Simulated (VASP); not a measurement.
# GaGe (I-4m2) in VASP: further runs

Runs on GaGe. Level: PBEsol. Tasks: single point.

All numbers are computed with VASP 6.6.1; they aren't measurements. Logs are shortened: lines on timing, memory, paths and dates and some standing lists are left out, and cuts for length are marked.

## 1. The cell of the first run

The structure is tetragonal, space group I-4m2 (No. 119). Conventional cell: a = 4.303 Å, b = 4.303 Å, c = 5.506 Å, α = 90.00°, β = 90.00°, γ = 90.00°. Ga (site symmetry -4m2) is surrounded by 4 Ge at 2.55 Å. Ge (site symmetry -4m2) is surrounded by 4 Ga at 2.55 Å.

The cell comes from a database or a generator and needn't be the stable form of this composition.

## 2. Single point, PBEsol (strain +0.050 along x and y, -0.050 along z, atoms carried along)

Input file INCAR:

```
SYSTEM = GaGe
ALGO = Fast
EDIFF = 1E-6
ENCUT = 520
GGA = PS
ISIF = 2
ISMEAR = 0
LASPH = .True.
LCHARG = .False.
LREAL = .False.
LWAVE = .False.
NBANDS = 20
NELM = 100
PREC = Accurate
SIGMA = 0.15
```

Input file KPOINTS:

```
k-points
0
Gamma
  14 14 14
  0 0 0
```

Input file POSCAR:

```
GaGe
1.0
    0.0000000000      3.0427362000      2.7529518000
    3.0427362000      0.0000000000      2.7529518000
    3.0427362000      3.0427362000      0.0000000000
Ga Ge
1 1
Direct
    0.7500000000      0.7500000000      0.7500000000
    0.0000000000      0.0000000000      0.0000000000
```

Potentials or basis: VASP PAW PBE potentials, release 64 (Ga_d, Ge_d).

Run with:

```
$ cat potpaw_PBE.64/Ga_d/POTCAR potpaw_PBE.64/Ge_d/POTCAR > POTCAR
$ mpirun -np 1 vasp_std > vasp.out
```

OUTCAR:

```text
SYSTEM = GaGe
   EDIFF = 1E-6
   ENCUT = 520
   GGA = PS
   ISIF = 2
   ISMEAR = 0
   LASPH = .True.
   LREAL = .False.
   NELM = 100
   PREC = Accurate

 ion  position               nearest neighbor table
   1  0.750  0.750  0.750-   2 2.55   2 2.55   2 2.55   2 2.55
   2  0.000  0.000  0.000-   1 2.55   1 2.55   1 2.55   1 2.55

  LATTYP: Found a body centered tetragonal cell.
 ALAT       =     4.3030788008
 C/A-ratio  =     1.2795265564

  Lattice vectors:

 A1 = (   0.0000000000,  -3.0427362000,  -2.7529518000)
 A2 = (   0.0000000000,   3.0427362000,  -2.7529518000)
 A3 = (   3.0427362000,   0.0000000000,   2.7529518000)

Analysis of symmetry for initial positions (statically):
=====================================================================
 Subroutine PRICEL returns:
 Original cell was already a primitive cell.

 Routine SETGRP: Setting up the symmetry group for a
 body centered tetragonal supercell.

 Subroutine GETGRP returns: Found  8 space group operations
 (whereof  8 operations were pure point group operations)
 out of a pool of 16 trial point group operations.

The static configuration has the point symmetry D_2d.

Analysis of symmetry for dynamics (positions and initial velocities):
=====================================================================
 Subroutine PRICEL returns:
 Original cell was already a primitive cell.

 Routine SETGRP: Setting up the symmetry group for a
 body centered tetragonal supercell.

 Subroutine GETGRP returns: Found  8 space group operations
 (whereof  8 operations were pure point group operations)
 out of a pool of 16 trial point group operations.

The dynamic configuration has the point symmetry D_2d.

 Subroutine INISYM returns: Found  8 space group operations
 (whereof  8 operations are pure point group operations),
 and found     1 'primitive' translations

----------------------------------------------------------------------------------------

                                     Primitive cell

  volume of cell :      50.9750

  direct lattice vectors                    reciprocal lattice vectors
     0.000000000  3.042736200  2.752951800    -0.164325780  0.164325780  0.181623231
     3.042736200  0.000000000  2.752951800     0.164325780 -0.164325780  0.181623231
     3.042736200  3.042736200  0.000000000     0.164325780  0.164325780 -0.181623231

  length of vectors
     4.103289802  4.103289802  4.303078801     0.294945626  0.294945626  0.294945626

  position of ions in fractional coordinates (direct lattice)
     0.750000000  0.750000000  0.750000000
     0.000000000  0.000000000  0.000000000

  ion indices of the primitive-cell ions
   primitive index   ion index
                 1           1
                 2           2

----------------------------------------------------------------------------------------

 KPOINTS: k-points

Automatic generation of k-mesh.
 Grid dimensions read from file:
 generate k-points for:   14   14   14

 Generating k-lattice:

  Cartesian coordinates                     Fractional coordinates (reciprocal lattice)
    -0.011737556  0.011737556  0.012973088     0.071428571  0.000000000  0.000000000
     0.011737556 -0.011737556  0.012973088     0.000000000  0.071428571  0.000000000
     0.011737556  0.011737556 -0.012973088     0.000000000  0.000000000  0.071428571

  Length of vectors
     0.021067545  0.021067545  0.021067545

  Shift w.r.t. Gamma in fractional coordinates (k-lattice)
     0.000000000  0.000000000  0.000000000

 Subroutine IBZKPT returns following result:
 ===========================================

 Found    244 irreducible k-points:

 Following reciprocal coordinates:
            Coordinates               Weight
  0.000000  0.000000  0.000000      1.000000
  0.071429  0.000000  0.000000      8.000000
  0.142857  0.000000  0.000000      8.000000
  0.214286  0.000000  0.000000      8.000000
  0.285714  0.000000  0.000000      8.000000
  0.357143  0.000000  0.000000      8.000000
[... 16 lines left out ...]
  0.214286  0.142857  0.000000      8.000000
  0.285714  0.142857  0.000000      8.000000
 [... further k-points ...]
   k-points           NKPTS =    244   k-points in BZ     NKDIM =    244   number of bands    NBANDS=     20
   number of dos      NEDOS =    301   number of ions     NIONS =      2
   total plane-waves  NPLWV =  32768
   dimension x,y,z NGX =    32 NGY =   32 NGZ =   32
   dimension x,y,z NGXF=    64 NGYF=   64 NGZF=   64
   ions per type =               1   1
   NGX,Y,Z   is equivalent  to a cutoff of  12.96, 12.96, 12.36 a.u.
   NGXF,Y,Z  is equivalent  to a cutoff of  25.93, 25.93, 24.73 a.u.
 SYSTEM =  GaGe
   PREC   = accura    normal or accurate (medium, high low for compatibility)
   ISTART =      0    job   : 0-new  1-cont  2-samecut
   ICHARG =      2    charge: 1-file 2-atom 10-const
   ISPIN  =      1    spin polarized calculation?
   LNONCOLLINEAR =      F non collinear calculations
   LSORBIT =      F    spin-orbit coupling
   LASPH  =      T    aspherical Exc in radial PAW
   ENCUT  =  520.0 eV  38.22 Ry    6.18 a.u.   7.63  7.63  8.00*2*pi/ulx,y,z
   NELM   =    100;   NELMIN=  2; NELMDL= -5     # of ELM steps
   EDIFF  = 0.1E-05   stopping-criterion for ELM
   LREAL  =      F    real-space projection
   EDIFFG = 0.1E-04   stopping-criterion for IOM
   NSW    =      0    number of steps for IOM
   IBRION =     -1    ionic relax: 0-MD 1-quasi-New 2-CG
   NFREE  =      0    steps in history (QN), initial steepest desc. (CG)
   ISIF   =      2    stress and relaxation
   ISYM   =      2    0-nonsym 1-usesym 2-fastsym
   POTIM  = 0.5000    time-step for ionic-motion
   TEBEG  =    0.0;   TEEND  =   0.0 temperature during run
   PSTRESS=    0.0 pullay stress
   NELECT =      27.0000    total number of electrons
   NUPDOWN=      -1.0000    fix difference up-down
   EMIN   =  10.00;   EMAX   =-10.00  energy-range for DOS
   EFERMI =   0.00;   METHOD = LEGACY
   ISMEAR =     0;   SIGMA  =   0.15  broadening in eV -4-tet -1-fermi 0-gaus
   EFERMI_NEDOS =   21; number of points for ismear=-14 and -15
   IALGO  =     68    algorithm
   IMIX   =      4    mixing-type and parameters
     AMIX     =   0.40;   BMIX     =  1.00
     AMIX_MAG =   1.60;   BMIX_MAG =  1.00
  volume/ion in A,a.u.               =      25.49       172.00
  Fermi-wavevector in a.u.,A,eV,Ry     =   1.324576  2.503086 23.871458  1.754503
  Thomas-Fermi vector in A             =   2.454101
   LORBIT       =      0    0 simple, 1 ext, 2 COOP (PROOUT), +10 PAW based schemes
   GGA     = PS    functional components
   LHFCALC =     F    Hartree Fock is set to
   AEXX    =    0.0000 exact exchange contribution
   IVDW    =     0    specifies the selected vdW correction
   LEPSILON=     F    determine dielectric tensor
   LRPA    =     F    only Hartree local field effects (RPA)
 non-spin polarized calculation
 RMM-DIIS sequential band-by-band and
 Gauss-broadening in eV      SIGMA  =   0.15
  energy-cutoff  :      520.00
  volume of cell :       50.97
 maximum number of plane-waves:      1392
   NGX = 15   NGY = 15   NGZ = 17

 number of electron      26.9999986 magnetization

 Free energy of the ion-electron system (eV)
  ---------------------------------------------------
  ext. energy  EPLUGINS =         0.00000000
  ---------------------------------------------------
  free energy    TOTEN  =        -7.83948266 eV

  energy without entropy =       -7.82595927  energy(sigma->0) =       -7.83272096

 E-fermi :   2.5957     XC(G=0):  -9.5355

 val. band max:        2.5934781308   @ k =   0.2857   0.1429   0.0000
 cond. band min:       2.5984195090   @ k =   0.3571   0.0714   0.0000
 fundamental gap:      0.0049413782
 Fermi energy:         2.5957253223

 k-point     1 :       0.0000    0.0000    0.0000
  band No.  band energies     occupation
      1     -21.3028      2.00000
      2     -21.3028      2.00000
      3     -21.2931      2.00000
      4     -21.2857      2.00000
      5     -21.2682      2.00000
      6     -11.6846      2.00000
[... 12 lines left out ...]
     19       9.9794      0.00000
     20      12.2398      0.00000

 k-point     2 :       0.0714    0.0000    0.0000
  band No.  band energies     occupation
      1     -21.3027      2.00000
      2     -21.3026      2.00000
      3     -21.2931      2.00000
      4     -21.2857      2.00000
      5     -21.2681      2.00000
      6     -11.6849      2.00000
[... 12 lines left out ...]
     19      10.3361      0.00000
     20      11.8969      0.00000

 k-point     3 :       0.1429    0.0000    0.0000
  band No.  band energies     occupation
      1     -21.3025      2.00000
      2     -21.3023      2.00000
      3     -21.2932      2.00000
      4     -21.2856      2.00000
      5     -21.2679      2.00000
      6     -11.6863      2.00000
[... 12 lines left out ...]
     19      11.0823      0.00000
     20      11.5606      0.00000

 k-point     4 :       0.2143    0.0000    0.0000
  band No.  band energies     occupation
      1     -21.3022      2.00000
      2     -21.3017      2.00000
      3     -21.2932      2.00000
      4     -21.2855      2.00000
      5     -21.2676      2.00000
      6     -11.6894      2.00000
[... 12 lines left out ...]
     19      11.2867      0.00000
     20      11.6235      0.00000

 k-point     5 :       0.2857    0.0000    0.0000
  band No.  band energies     occupation
      1     -21.3019      2.00000
      2     -21.3012      2.00000
      3     -21.2933      2.00000
      4     -21.2854      2.00000
      5     -21.2673      2.00000
      6     -11.6937      2.00000
[... 12 lines left out ...]
     19      11.1919      0.00000
     20      12.1685      0.00000

 k-point     6 :       0.3571    0.0000    0.0000
  band No.  band energies     occupation
      1     -21.3017      2.00000
      2     -21.3007      2.00000
      3     -21.2934      2.00000
      4     -21.2852      2.00000
      5     -21.2669      2.00000
      6     -11.6980      2.00000
[... 12 lines left out ...]
     19      11.3294      0.00000
     20      13.0411      0.00000

 k-point     7 :       0.4286    0.0000    0.0000
  band No.  band energies     occupation
      1     -21.3015      2.00000
      2     -21.3003      2.00000
      3     -21.2935      2.00000
      4     -21.2851      2.00000
      5     -21.2667      2.00000
      6     -11.7011      2.00000
[... 12 lines left out ...]
     19      12.3535      0.00000
     20      13.9711      0.00000
[... 277 lines left out ...]
 k-point    20 :      -0.1429    0.0714    0.0000
  band No.  band energies     occupation
      1     -21.3026      2.00000
      2     -21.3021      2.00000
      3     -21.2931      2.00000
      4     -21.2853      2.00000
      5     -21.2679      2.00000
      6     -11.6893      2.00000
[... 12 lines left out ...]
     19      11.0289      0.00000
     20      11.3636      0.00000

 k-point    21 :      -0.0714    0.0714    0.0000
  band No.  band energies     occupation
      1     -21.3027      2.00000
      2     -21.3025      2.00000
      3     -21.2931      2.00000
      4     -21.2855      2.00000
      5     -21.2681      2.00000
      6     -11.6869      2.00000
[... 12 lines left out ...]
     19      10.8040      0.00000
     20      11.3573      0.00000

 k-point    22 :       0.1429    0.1429    0.0000
  band No.  band energies     occupation
      1     -21.3017      2.00000
      2     -21.3017      2.00000
      3     -21.2935      2.00000
      4     -21.2863      2.00000
      5     -21.2675      2.00000
      6     -11.6794      2.00000
[... 12 lines left out ...]
     19      11.6221      0.00000
     20      12.0243      0.00000

 k-point    23 :       0.2143    0.1429    0.0000
  band No.  band energies     occupation
      1     -21.3012      2.00000
      2     -21.3012      2.00000
      3     -21.2937      2.00000
      4     -21.2865      2.00000
      5     -21.2671      2.00000
      6     -11.6856      2.00000
[... 12 lines left out ...]
     19      11.3933      0.00000
     20      12.6466      0.00000

 k-point    24 :       0.2857    0.1429    0.0000
  band No.  band energies     occupation
      1     -21.3008      2.00000
      2     -21.3006      2.00000
      3     -21.2938      2.00000
      4     -21.2866      2.00000
      5     -21.2667      2.00000
      6     -11.6918      2.00000
[... 12 lines left out ...]
     19      11.7440      0.00000
     20      12.9553      0.00000

 [... further k-points ...]

------------------------ aborting loop because EDIFF is reached ----------------------------------------

  FORCE on cell =-STRESS in cart. coord.  units (eV):
  Direction    XX          YY          ZZ          XY          YZ          ZX
  --------------------------------------------------------------------------------------
  -------------------------------------------------------------------------------------
  Total       -1.5654894     -1.5654894     -1.2764551      0.0000000      0.0000000      0.0000000
  in kB      -49.2043522    -49.2043522    -40.1198137      0.0000000      0.0000000      0.0000000
  external PRESSURE =     -46.1761727 kB  Pullay stress =       0.0000000 kB

 VOLUME and BASIS-vectors are now :
 -----------------------------------------------------------------------------
  energy-cutoff  :      520.00
  volume of cell :       50.97
      direct lattice vectors                 reciprocal lattice vectors
     0.000000000  3.042736200  2.752951800    -0.164325780  0.164325780  0.181623231
     3.042736200  0.000000000  2.752951800     0.164325780 -0.164325780  0.181623231
     3.042736200  3.042736200  0.000000000     0.164325780  0.164325780 -0.181623231

 POSITION                                       TOTAL-FORCE (eV/Angst)
 -----------------------------------------------------------------------------------
      4.56410      4.56410      4.12943         0.000000      0.000000      0.000000
      0.00000      0.00000      0.00000        -0.000000     -0.000000      0.000000
 -----------------------------------------------------------------------------------
    total drift:                                0.000001      0.000001     -0.000002

  FREE ENERGIE OF THE ION-ELECTRON SYSTEM (eV)
  ---------------------------------------------------
  free  energy   TOTEN  =        -7.8394826594 eV

  energy  without entropy=       -7.8259592663  energy(sigma->0) =       -7.83272096
```

Wall time 90 s (1 thread of AMD EPYC 9R45 (Zen 5), shared host); peak memory 0.34 GiB.

Results:

| Property | Result |
| --- | --- |
| Free energy | -7.8395 eV |
| Pressure | -4.6 GPa |
| Band gap on the k mesh | none (metal or under the smearing width) |

Levels at points of the mesh, in eV from the Fermi level:
| k point | band 11 | band 12 | band 13 | band 14 | band 15 | band 16 | band 17 | band 18 |
| --- | --- | --- | --- | --- | --- | --- | --- | --- |
| (0.00, 0.00, 0.00) | -10.27 | 1.43 | 1.43 | 1.54 | 1.96 | 4.09 | 4.43 | 4.43 |
| (0.50, 0.00, 0.00) | -8.42 | -5.22 | 0.01 | 0.74 | 1.68 | 4.92 | 5.71 | 8.10 |
| (0.50, 0.50, 0.00) | -7.18 | -5.34 | -1.58 | -1.58 | 1.83 | 1.87 | 10.58 | 10.59 |
| (0.50, 0.00, 0.50) | -7.57 | -5.85 | -0.96 | -0.89 | 2.49 | 2.63 | 9.97 | 10.23 |

Caveat: the PAW data sets were made with another functional, which shifts forces and pressure a little.

## 3. Single point, PBEsol (strain +0.000 along x and y, +0.050 along z, atoms carried along)

Input file INCAR:

```
SYSTEM = GaGe
PREC     = Accurate       ! precision mode
ENCUT    = 520            ! plane-wave cutoff, eV
EDIFF    = 1E-7           ! SCF threshold, eV
ISMEAR   = 0              ! smearing method
SIGMA    = 0.15           ! smearing width, eV
LREAL    = .False.        ! projectors in reciprocal space
LASPH    = .True.         ! aspherical terms in the spheres
NELM     = 100            ! most SCF steps
ALGO     = Fast           ! electronic algorithm
ISIF     = 2              ! what is computed and relaxed
LWAVE    = .False.        ! write WAVECAR
LCHARG   = .False.        ! write CHGCAR
GGA      = PS             ! functional
NBANDS   = 20             ! bands
```

Input file KPOINTS:

```
Automatic mesh
0
Gamma
  14 14 14
  0 0 0
```

Input file POSCAR:

```
GaGe
1.0
    0.0000000000      2.8978440000      3.0427362000
    2.8978440000      0.0000000000      3.0427362000
    2.8978440000      2.8978440000      0.0000000000
Ga Ge
1 1
Direct
    0.7500000000      0.7500000000      0.7500000000
    0.0000000000      0.0000000000      0.0000000000
```

Potentials or basis: VASP PAW PBE potentials, release 64 (Ga_d, Ge_d).

Run with:

```
$ cat potpaw_PBE.64/Ga_d/POTCAR potpaw_PBE.64/Ge_d/POTCAR > POTCAR
$ mpirun -np 1 vasp_std > vasp.out
```

Wall time 1.8 min (1 thread of AMD EPYC 9R45 (Zen 5), shared host); peak memory 0.34 GiB.

It converged, with:

```
Free energy            : -7.8429 eV
Pressure               : -4.4 GPa
Band gap on the k mesh : none (metal or under the smearing width)
```

Levels at points of the mesh, in eV from the Fermi level:
| k point | band 11 | band 12 | band 13 | band 14 | band 15 | band 16 | band 17 | band 18 |
| --- | --- | --- | --- | --- | --- | --- | --- | --- |
| (0.00, 0.00, 0.00) | -10.24 | 1.42 | 1.59 | 1.74 | 1.74 | 4.24 | 4.24 | 4.41 |
| (0.50, 0.00, 0.00) | -8.40 | -5.20 | 0.20 | 0.61 | 1.80 | 5.15 | 5.41 | 8.02 |
| (0.50, 0.50, 0.00) | -7.54 | -5.83 | -0.93 | -0.93 | 2.50 | 2.64 | 10.55 | 10.55 |
| (0.50, 0.00, 0.50) | -7.35 | -5.58 | -1.26 | -1.23 | 2.18 | 2.24 | 10.38 | 10.55 |

Caveat: the PAW data sets were made with another functional, which shifts forces and pressure a little.

[end of part 1 of 2]
